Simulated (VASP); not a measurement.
The cell holds one PbO (litharge) monolayer, with vacuum along c. Ionisation potential and electron affinity count from the cell's own band edges, surface states included.

Here is the system:

```xyz
4
Lattice="4.0241 0.0000 0.0000 0.0000 4.0241 0.0000 0.0000 0.0000 18.4508" Properties=species:S:1:pos:R:3 pbc="T T T"
Pb     2.0121     0.0000     8.0194
Pb     0.0000     2.0121    10.4314
O      2.0121     2.0121     9.2254
O      0.0000     0.0000     9.2254
```

These are PBE GGA with D3 dispersion (Becke-Johnson damping), VASP's PBE PAW potentials (set 64) (plane waves; VASP 6.6.1) values and carry that method's errors. Settings: 500 eV cut-off, 12×12×1 Γ-centred mesh, Gaussian smearing of 0.050 eV, potentials Pb_d O.

Unless said otherwise, spin-orbit coupling is left out, though it shifts the bands of the heavy elements here.

Q: Predict its energy to cut it from the bulk, per area, ionisation potential, electron affinity, band gap (on the k-mesh).

A: 
```
Item                                            Value
----------------------------------------  -----------
energy to cut it from the bulk, per area  23.9 meV/Å²
ionisation potential                          4.55 eV
electron affinity                             1.99 eV
band gap (on the k-mesh)                      2.56 eV
```

The cell is a sheet with vacuum, built from PbO (litharge).
